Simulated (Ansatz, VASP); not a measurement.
**Sn2Ir: VASP beside Ansatz**

```
CELL_PARAMETERS angstrom
0.00000 3.14773 3.14773
3.14773 0.00000 3.14773
3.14773 3.14773 0.00000
ATOMIC_POSITIONS crystal
Sn 0.25000 0.25000 0.25000
Sn 0.75000 0.75000 0.75000
Ir 0.00000 0.00000 0.00000
```

Change from the starting cell: volume scaled by 0.98, PAW files.

Alike in both runs: task electric field gradients; functional LDA; k mesh 10 × 10 × 10; occupations fermi-dirac, width 0.03 eV; no spin polarisation.

```csv
,VASP,Ansatz
version,VASP 6.6.1,Ansatz 0.2.0
potentials or method,"VASP PAW LDA potentials, release 64 (Sn_d, Ir)","PAW with Ansatz's default frozen-core files, scalar-relativistic"
plane-wave cutoff (eV),520,420
valence electrons in the cell,37,45
```

```csv
,VASP,Ansatz,Ansatz less VASP
pressure (GPa),0.9,0.5,-0.38
Vzz of the field gradient on the site that differs most (V/Å²),0.0,0.0,0.00
```

The two sets of potentials don't hold the same shells in valence. Ansatz warned: «gradients_without_spin_orbit».

The runs have no spin-orbit coupling, so splittings on Ir are missing.
